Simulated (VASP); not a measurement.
OSZICAR of a VASP run on AlCr2C (sg194):

### OSZICAR
```
       N       E                     dE             d eps       ncg     rms          rms(c)
DAV:   1     0.750334937833E+03    0.75033E+03   -0.34150E+04  2368   0.188E+03
DAV:   2    -0.392282520067E+01   -0.75426E+03   -0.73729E+03  2368   0.556E+02
DAV:   3    -0.785360925303E+02   -0.74613E+02   -0.72587E+02  3283   0.162E+02
DAV:   4    -0.814946961518E+02   -0.29586E+01   -0.28907E+01  3008   0.294E+01
DAV:   5    -0.815572013892E+02   -0.62505E-01   -0.62037E-01  2933   0.465E+00    0.435E+01
DAV:   6    -0.733813876736E+02    0.81758E+01   -0.29281E+02  3159   0.107E+02    0.219E+01
DAV:   7    -0.661494353897E+02    0.72320E+01   -0.99758E+01  3099   0.642E+01    0.905E+00
DAV:   8    -0.655304732780E+02    0.61896E+00   -0.59857E+00  2989   0.147E+01    0.275E+00
DAV:   9    -0.654838356605E+02    0.46638E-01   -0.52859E-01  3198   0.427E+00    0.860E-01
DAV:  10    -0.654797518855E+02    0.40838E-02   -0.32295E-02  3013   0.137E+00    0.245E-01
DAV:  11    -0.654795290566E+02    0.22283E-03   -0.29164E-03  3258   0.301E-01    0.690E-02
DAV:  12    -0.654795135439E+02    0.15513E-04   -0.26435E-04  3289   0.142E-01    0.210E-02
DAV:  13    -0.654795116173E+02    0.19266E-05   -0.33717E-05  3342   0.376E-02    0.857E-03
DAV:  14    -0.654795091124E+02    0.25049E-05   -0.83089E-06  2779   0.186E-02    0.209E-03
DAV:  15    -0.654795090902E+02    0.22187E-07   -0.53647E-07  1569   0.656E-03
   1 F= -.65479509E+02 E0= -.65478721E+02  d E =-.654795E+02
       N       E                     dE             d eps       ncg     rms          rms(c)
DAV:   1    -0.656934126121E+02   -0.21390E+00   -0.41021E+00  2715   0.200E+01    0.431E+00
DAV:   2    -0.656231842656E+02    0.70228E-01   -0.45419E+00  3027   0.138E+01    0.274E+00
DAV:   3    -0.654828945404E+02    0.14029E+00   -0.12027E+00  3005   0.695E+00    0.661E-01
DAV:   4    -0.654782560951E+02    0.46384E-02   -0.28843E-02  2576   0.113E+00    0.176E-01
DAV:   5    -0.654779692740E+02    0.28682E-03   -0.34547E-03  3042   0.356E-01    0.878E-02
DAV:   6    -0.654779184244E+02    0.50850E-04   -0.31370E-04  3048   0.143E-01    0.134E-02
DAV:   7    -0.654779158414E+02    0.25829E-05   -0.37137E-05  3280   0.404E-02    0.865E-03
DAV:   8    -0.654779146299E+02    0.12116E-05   -0.42274E-06  2274   0.130E-02    0.371E-03
DAV:   9    -0.654779135852E+02    0.10447E-05   -0.52133E-07  1404   0.470E-03    0.112E-03
DAV:  10    -0.654779136407E+02   -0.55494E-07   -0.14443E-07  1364   0.312E-03
   2 F= -.65477914E+02 E0= -.65477075E+02  d E =0.159545E-02
       N       E                     dE             d eps       ncg     rms          rms(c)
DAV:   1    -0.655508662928E+02   -0.72953E-01   -0.13068E+00  2745   0.114E+01    0.239E+00
DAV:   2    -0.655313333468E+02    0.19533E-01   -0.15061E+00  3069   0.791E+00    0.161E+00
DAV:   3    -0.654833932263E+02    0.47940E-01   -0.40808E-01  3021   0.396E+00    0.370E-01
DAV:   4    -0.654821764284E+02    0.12168E-02   -0.83592E-03  2639   0.554E-01    0.114E-01
DAV:   5    -0.654819985956E+02    0.17783E-03   -0.11782E-03  3052   0.200E-01    0.405E-02
DAV:   6    -0.654819872014E+02    0.11394E-04   -0.73832E-05  2774   0.735E-02    0.844E-03
DAV:   7    -0.654819871292E+02    0.72270E-07   -0.14167E-05  3034   0.247E-02    0.458E-03
DAV:   8    -0.654819875279E+02   -0.39874E-06   -0.58360E-07  1359   0.668E-03
   3 F= -.65481988E+02 E0= -.65481177E+02  d E =-.247844E-02
       N       E                     dE             d eps       ncg     rms          rms(c)
DAV:   1    -0.654797444886E+02    0.22426E-02   -0.30561E-01  3040   0.971E+00    0.263E-01
DAV:   2    -0.654826348168E+02   -0.28903E-02   -0.49181E-02  2700   0.174E+00    0.149E-01
DAV:   3    -0.654825034851E+02    0.13133E-03   -0.35481E-03  3211   0.466E-01    0.795E-02
DAV:   4    -0.654824609375E+02    0.42548E-04   -0.23693E-04  2910   0.130E-01    0.503E-02
DAV:   5    -0.654824377881E+02    0.23149E-04   -0.67440E-05  3032   0.940E-02    0.137E-02
DAV:   6    -0.654824378734E+02   -0.85239E-07   -0.18626E-05  2861   0.321E-02    0.946E-03
DAV:   7    -0.654824368520E+02    0.10214E-05   -0.40264E-06  2091   0.181E-02    0.289E-03
DAV:   8    -0.654824367418E+02    0.11014E-06   -0.70314E-07  1294   0.631E-03
   4 F= -.65482437E+02 E0= -.65481652E+02  d E =-.449214E-03
```

### Question
Which electronic solver shows in the log?

### Answer
It is blocked Davidson (ALGO = Normal, or the opening steps of other solvers). The INCAR had ALGO = Normal.

### Question
How was spin treated?

### Answer
Without spin polarisation: there is no mag entry.

### Question
Can the final energy be trusted as converged?

### Answer
The calculation finished and met its thresholds. It stopped with EDIFF = 1E-6, NELM = 100, NSW = 60 and EDIFFG = -0.02 after 4 ionic steps (PBE GGA, plane waves, VASP's PBE PAW potentials (set 64)).

The compound is AlCr2C in the sg194 structure. This run relaxes it. Symmetry was kept, so distortions that lower it aren't found. The start is the result of an earlier pass. The run is not spin-polarised, so no magnetic state was tried.
